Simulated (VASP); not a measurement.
An input for Ansatz (written as the equivalent of a VASP run, and not itself run):

Ansatz 0.2 input:
```yaml
crystal:
  lattice:
    - [5.2200000, 2.6100000, 2.6100000]
    - [2.6100000, 5.2200000, 2.6100000]
    - [2.6100000, 2.6100000, 5.2200000]
  atoms:
    - { symbol: Mn, position: [0.0000000, 0.0000000, 0.0000000], spin: 5 }
    - { symbol: Mn, position: [0.5000000, 0.5000000, 0.5000000], spin: -5 }
    - { symbol: S, position: [0.2500000, 0.2500000, 0.2500000] }
    - { symbol: S, position: [0.7500000, 0.7500000, 0.7500000] }
kpoints:
  mp_grid: { grid: [4, 4, 4] }
hamiltonian:
  xc: pbe
  pseudopotentials: { kind: paw }
magnetization: { spin_polarized: true }
scf:
  occupations: { method: fermi_dirac, width: 0.02 }
  max_iter: 100
output: { forces: true, stress: true, eigenvalues: true }
```

Task: Write the VASP files for the same calculation (PBE).

Result: One answer among several that fit: 
File POSCAR:
```
MnS
1
    5.2200000000     2.6100000000     2.6100000000
    2.6100000000     5.2200000000     2.6100000000
    2.6100000000     2.6100000000     5.2200000000
Mn S
2 2
Direct
  0.0000000000   0.0000000000   0.0000000000
  0.5000000000   0.5000000000   0.5000000000
  0.2500000000   0.2500000000   0.2500000000
  0.7500000000   0.7500000000   0.7500000000
```

### KPOINTS
```
K-points
0
Gamma
  4 4 4
0 0 0
```

**INCAR**
```
SYSTEM = MnS
PREC = Accurate; ENCUT = 300; LREAL = F
LASPH = T
EDIFF = 1E-6; NELM = 100; ALGO = Normal
LMAXMIX = 4
ISMEAR = -1; SIGMA = 0.02
GGA = PE
MAGMOM = 5.0 -5.0 0.0 0.0
ISPIN = 2
ISIF = 2
LWAVE = F; LCHARG = F; LORBIT = 11
```

POTCAR, in this order: Mn_pv S (PBE.64 set). Program: vasp_std.

Limits of the translation: each code has its own PAW files, so the cut-off isn't converted (ENCUT is set for VASP's; basis.ecutwfc is left out, and Ansatz then takes the one that its files recommend); Ansatz stops its SCF on the density residual and VASP on the energy change (EDIFF).

The structure is a typed MnS crystal (Fm-3m). The cell was not relaxed at this level. The k-mesh is coarse (spacing up to 0.50 per Å, 2π included), so the numbers may not be converged in it.
